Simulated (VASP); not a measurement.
Wanted: the native input for a VASP 6.6.1 run.

| Property | Result |
| --- | --- |
| Task | relaxation of cell and atoms |
| Functional | PBE |
| Potentials or basis | VASP PAW PBE potentials, release 64 (Be, Zn, O) |
| Cutoff | 520 eV |
| k mesh | 7 × 7 × 7 |
| Occupations | gaussian, width 0.15 eV |
| Spin | no spin polarisation |
| Further INCAR settings | PREC = Normal; ALGO = Fast; EDIFF = 0.0001; IBRION = 2; EDIFFG = -0.08; NSW = 24; ISIF = 3 |

The structure of Be2ZnO3 lies in POSCAR:

```
Be2ZnO3
1.0
   -1.4650000000      1.4650000000      6.2150000000
    1.4650000000     -1.4650000000      6.2150000000
    1.4650000000      1.4650000000     -6.2150000000
Be Zn O
2 1 3
Direct
    0.3280000000      0.3280000000      0.0000000000
    0.6720000000      0.6720000000      0.0000000000
    0.0000000000      0.0000000000      0.0000000000
    0.9050000000      0.4050000000      0.5000000000
    0.5950000000      0.0950000000      0.5000000000
    0.2500000000      0.7500000000      0.5000000000
```

The cell was built by a generator and needn't be a form met in nature.

One way to write it, as run:

INCAR

```
SYSTEM = Be2ZnO3
PREC = Normal
ENCUT = 520
EDIFF = 1E-4
ISMEAR = 0
SIGMA = 0.15
LREAL = .FALSE.
LASPH = .TRUE.
NELM = 60
ALGO = Fast
ISIF = 3
LWAVE = .FALSE.
LCHARG = .FALSE.
GGA = PE
IBRION = 2
NSW = 24
EDIFFG = -0.08
```

KPOINTS

```
Automatic mesh
0
G
  7 7 7
  0 0 0
```

Potentials or basis: VASP PAW PBE potentials, release 64 (Be, Zn, O).

The run is started by

```bash
$ cat potpaw_PBE.64/Be/POTCAR potpaw_PBE.64/Zn/POTCAR potpaw_PBE.64/O/POTCAR > POTCAR
$ mpirun -np 1 vasp_std > vasp.out
```

It gave:

The relaxed volume is 8.58 Å³/atom. The relaxed cell is a = 6.610 Å, b = 6.610 Å, c = 6.610 Å, α = 155.00°, β = 155.00°, γ = 35.64°. The space group after relaxing (to 0.05 Å) is I-4m2 (No. 119) and the energy gained by relaxing is 80.3 meV/atom. The ionic steps are 7, the pressure after relaxing is 0.5 GPa and the largest force after relaxing is 0.040 eV/Å. The band gap on the k mesh is 3.07 eV, direct.

Caveat: the k mesh is coarse (spacing up to 0.43 Å⁻¹), so the values aren't converged; an odd mesh through Γ misses points on the zone boundary, where band edges often lie; the relaxation stopped at a loose force limit of 0.08 eV/Å, so its end isn't a converged minimum.

Wall time 120 s on 1 thread of Intel(R) Xeon(R) 6975P-C (Granite Rapids), with other jobs on the host, peak memory 0.27 GiB.
